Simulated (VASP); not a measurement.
An input for Ansatz (written as the equivalent of a VASP run, and not itself run):

Ansatz 0.2 input:
```yaml
crystal:
  lattice:
    - [1.6603021, -5.1290283, 0.0000000]
    - [1.6603021, 5.1290283, 0.0000000]
    - [0.0000000, 0.0000000, 4.1861541]
  atoms:
    - { symbol: P, position: [0.1055695, 0.8944305, 0.9273762] }
    - { symbol: P, position: [0.3944305, 0.6055695, 0.4273762] }
    - { symbol: P, position: [0.6055695, 0.3944305, 0.5726238] }
    - { symbol: P, position: [0.8944305, 0.1055695, 0.0726238] }
kpoints:
  mp_grid: { grid: [10, 10, 7] }
hamiltonian:
  xc: pbesol
  pseudopotentials: { kind: paw }
scf:
  occupations: { method: methfessel_paxton, width: 0.1 }
  max_iter: 100
relax:
  max_steps: 40
  f_tol: 0.02
  cell: { p_target: 5 }
output: { forces: true, stress: true, eigenvalues: true }
```

### Question
Translate this input to VASP (INCAR, KPOINTS, POSCAR, choice of POTCAR).

### Answer
One answer among several that fit: 
### KPOINTS
```
Automatic
0
G
  10 10 7
0 0 0
```

INCAR:
```
EDIFFG=-0.02
NELM=100
ISMEAR=1   # Methfessel-Paxton
LASPH=.TRUE.   # aspherical one-centre terms
ENCUT=500
EDIFF=1E-6   # SCF stop (eV)
PSTRESS=50   # kbar
NSW=40
SIGMA=0.1   # width (eV)
LREAL=.FALSE.   # projection in real space or not
ALGO=Normal   # blocked Davidson
SYSTEM=P
GGA=PS
ISIF=3
IBRION=2
LWAVE=.FALSE.
PREC=Accurate
LCHARG=.FALSE.
```

File POSCAR:
```
P
1
    1.6603021148    -5.1290283364     0.0000000000
    1.6603021148     5.1290283364     0.0000000000
    0.0000000000     0.0000000000     4.1861540960
P
4
Direct
  0.1055694583   0.8944305417   0.9273762003
  0.3944305417   0.6055694583   0.4273762003
  0.6055694583   0.3944305417   0.5726237997
  0.8944305417   0.1055694583   0.0726237997
```

POTCAR, in this order: P (PBE.64 set). Program: vasp_std.

The two are equivalent in intent, not identical: each code has its own PAW files, so the cut-off isn't converted (ENCUT is set for VASP's; basis.ecutwfc is left out, and Ansatz then takes the one that its files recommend); Ansatz stops its SCF on the density residual and VASP on the energy change (EDIFF).

The compound is P in the black structure. This run relaxes it under an external pressure of 5 GPa. Symmetry was kept, so distortions that lower it aren't found.
